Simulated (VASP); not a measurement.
Here is the system:

```
CELL_PARAMETERS angstrom
      4.07837     0.00000     0.00000
      0.00000     4.07837     0.00000
      0.00000     0.00000     4.07837
ATOMIC_POSITIONS crystal
  K  0.00000 0.00000 0.00000
  Zn 0.50000 0.50000 0.50000
  F  0.50000 0.00000 0.50000
  F  0.00000 0.50000 0.50000
  F  0.50000 0.50000 0.00000
```

Level of theory: optB86b-vdW, VASP's PBE PAW potentials (set 64) (plane waves; VASP 6.6.1). Numerical set-up: 520 eV cut-off, Gaussian smearing of 0.050 eV, potentials K_sv Zn F.

**Question.** Estimate the band gap (along the path) with the smallest direct gap where there is one.

**Answer.** 
The band gap (along the path) is 3.77 eV and the smallest direct gap (along the path) is 5.50 eV.

Total energies compare only between runs with the same potentials, cut-off and functional.

The compound is KZnF3 in the cubic perovskite structure. It was relaxed first.
